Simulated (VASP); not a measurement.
Write the native input for VASP 6.6.1 that does the following.

```
Task                   : single point
Functional             : LDA
Potentials or basis    : VASP PAW LDA potentials, release 64 (Cu, Mn_pv, Se)
Cutoff                 : 520 eV
k mesh                 : 6 × 6 × 6
Occupations            : gaussian, width 0.05 eV
Spin                   : collinear spin, antiferromagnetic start
Starting moments       : [0.6, -4.0, 0.0, 0.0] μB
Hubbard terms          : Cu d U = 8 eV, Mn d U = 8 eV
Further INCAR settings : ALGO = Normal; EDIFF = 1e-06; NBANDS = 30
```

The structure of MnCuSe2 lies in POSCAR:

```
MnCuSe2
1.0
    1.8961930900      1.0947675900      6.8839045000
   -1.8961930900      1.0947675900      6.8839045000
    0.0000000000     -2.1895351800      6.8839045000
Cu Mn Se
1 1 2
Direct
    0.5000000000      0.5000000000      0.5000000000
    0.0000000000      0.0000000000      0.0000000000
    0.2667000000      0.2667000000      0.2667000000
    0.7333000000      0.7333000000      0.7333000000
```

The cell comes from a database or a generator and needn't be the stable form of this composition.

The input as run:

INCAR

```
  PREC = Accurate
  ENCUT = 520
  EDIFF = 1E-6
  ISMEAR = 0
  SIGMA = 0.05
  LREAL = F
  LASPH = T
  NELM = 120
  ALGO = Normal
  ISIF = 2
  LWAVE = F
  LCHARG = F
  ISPIN = 2
  MAGMOM = 0.6 -4 0 0
  LORBIT = 11
  LMAXMIX = 4
  LDAU = T
  LDAUTYPE = 2
  LDAUL = 2 2 -1
  LDAUU = 8 8 0
  LDAUJ = 0 0 0
  LDAUPRINT = 1
  NBANDS = 30
```

KPOINTS

```
Automatic mesh
0
Gamma
  6 6 6
```

Potentials or basis: VASP PAW LDA potentials, release 64 (Cu, Mn_pv, Se).

Launch:

```sh
$ cat potpaw_LDA.64/Cu/POTCAR potpaw_LDA.64/Mn_pv/POTCAR potpaw_LDA.64/Se/POTCAR > POTCAR
$ mpirun -np 1 vasp_std > vasp.out
```

Results of the run:

The pressure is -4.3 GPa, the largest force is 1.740 eV/Å and the band gap on the k mesh is none (metal or under the smearing width). The net moment is -4.11 μB per cell. The site moments are Cu +0.02; Mn -4.50; Se +0.21 μB. The valence electrons inside the program's atomic spheres are Cu 9.88; Mn 11.41; Se 3.83.

Caveat: forces of over 1 eV/Å show positions far from the minimum, so gaps and moduli don't describe the material at rest.

It took 5.8 min on 1 thread of Intel(R) Xeon(R) Platinum 8375C CPU @ 2.90GHz (Ice Lake), with other jobs on the host, peak memory 0.4 GiB.
